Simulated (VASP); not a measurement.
Wanted: the native input for a VASP 6.6.1 run.

| Quantity | Value |
| --- | --- |
| Task | single point |
| Functional | PBE |
| Potentials or basis | VASP PAW PBE potentials, release 64 (C_h) |
| Cutoff | 900 eV |
| k mesh | 14 × 14 × 14 |
| Occupations | gaussian, width 0.02 eV |
| Spin | no spin polarisation |
| Further INCAR settings | ALGO = Normal; EDIFF = 1e-07 |

The structure of C lies in POSCAR:

```
C                                       
1.0
    0.0000000000      1.7850994941      1.7850994941
    1.7850994941      0.0000000000      1.7850994941
    1.7850994941      1.7850994941      0.0000000000
  C             
     2
Direct
     0.0000000000000000    0.0000000000000000    0.0000000000000000
     0.2500000000000000    0.2500000000000000    0.2500000000000000
```

This isn't the form of C at room conditions, which is graphite.

These files were run (other wordings do the same):

INCAR

```
SYSTEM = C
PREC = Accurate ; ENCUT = 900
EDIFF = 1E-7 ; ISMEAR = 0
SIGMA = 0.02 ; LREAL = .False.
LASPH = .True. ; NELM = 100
ALGO = Normal ; ISIF = 2
LWAVE = .False. ; LCHARG = .False.
GGA = PE
```

KPOINTS

```
Automatic mesh
0
Gamma
  14 14 14
  0 0 0
```

Potentials or basis: VASP PAW PBE potentials, release 64 (C_h).

Launch:

```sh
$ cat potpaw_PBE.64/C_h/POTCAR > POTCAR
$ mpirun -np 1 vasp_std > vasp.out
```

It gave:

```json
{"Pressure": "0.0 GPa", "Band gap on the k mesh": "4.13 eV, indirect (least direct gap 5.59 eV)"}
```

Caveat: the cutoff is under 1.25 times the usual one of these potentials, so pressure, stress and relaxed cells hold a basis-set (Pulay) error.

Run time: 13 s on 1 thread of Intel(R) Xeon(R) 6975P-C (Granite Rapids) (shared host), peak memory 0.14 GiB.
